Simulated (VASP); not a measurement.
An input for Quantum ESPRESSO's pw.x (written as the equivalent of a VASP run, and not itself run):

```
&CONTROL
  calculation = 'vc-relax'
  pseudo_dir = './pseudo'
  outdir = './out'
  tprnfor = .true.
  tstress = .true.
  nstep = 40
  forc_conv_thr = 0.00078
/
&SYSTEM
  ibrav = 0
  nat = 4
  ntyp = 2
  ecutwfc = 84
  occupations = 'smearing'
  smearing = 'gaussian'
  degauss = 0.003675
  input_dft = 'pbesol'
/
&ELECTRONS
  conv_thr = 7.3e-08
  electron_maxstep = 100
/
&IONS
/
&CELL
  press = 100
/
ATOMIC_SPECIES
  B 10.810 B.upf
  N 14.007 N.upf
CELL_PARAMETERS angstrom
     2.5208135    0.0000000   -0.0000000
    -1.2604068    2.1830884    0.0000000
    -0.0000000    0.0000000    4.1699004
ATOMIC_POSITIONS crystal
  B    0.3333330  0.6666670  0.0003289
  B    0.6666670  0.3333330  0.5003289
  N    0.3333330  0.6666670  0.3746711
  N    0.6666670  0.3333330  0.8746711
K_POINTS automatic
  10 10 5 0 0 0
```

**Question.** Translate this input to VASP (INCAR, KPOINTS, POSCAR, choice of POTCAR).

**Answer.** This is not unique; one that fits is 
### INCAR
```
IBRION  =  2
ALGO  =  Normal
SYSTEM  =  BN
ENCUT  =  620   # plane-wave cut-off (eV)
LREAL  =  .FALSE.   # projection in real space or not
LASPH  =  .TRUE.   # aspherical one-centre terms
ISIF  =  3
EDIFF  =  1E-6
PREC  =  Accurate
NELM  =  100
LCHARG  =  .FALSE.
LWAVE  =  .FALSE.
SIGMA  =  0.05   # width (eV)
NSW  =  40   # most ionic steps
GGA  =  PS
EDIFFG  =  -0.02   # ionic stop
PSTRESS  =  100   # kbar
ISMEAR  =  0   # Gaussian
```

KPOINTS:
```
K-points
0
G
 10 10 5
```

### POSCAR
```
BN
1
    2.5208135457     0.0000000000    -0.0000000000
   -1.2604067728     2.1830883656     0.0000000000
   -0.0000000000     0.0000000000     4.1699004204
B N
2 2
Direct
  0.3333330000   0.6666670000   0.0003289433
  0.6666670000   0.3333330000   0.5003289433
  0.3333330000   0.6666670000   0.3746710567
  0.6666670000   0.3333330000   0.8746710567
```

POTCAR, in this order: B N (PBE.64 set). Program: vasp_std.

Limits of the translation: the potentials are each code's own (VASP's PAW set, PseudoDojo norm-conserving files in pw.x), so ENCUT and ecutwfc are chosen apart and not converted; conv_thr bounds pw.x's estimated SCF error, while EDIFF bounds the energy change between steps; forc_conv_thr acts on force components and is met together with etot_conv_thr.

The structure was generated: BN was put into the wurtzite type (P6_3mc), which need not be its known phase. It was relaxed first under an external pressure of 10 GPa.
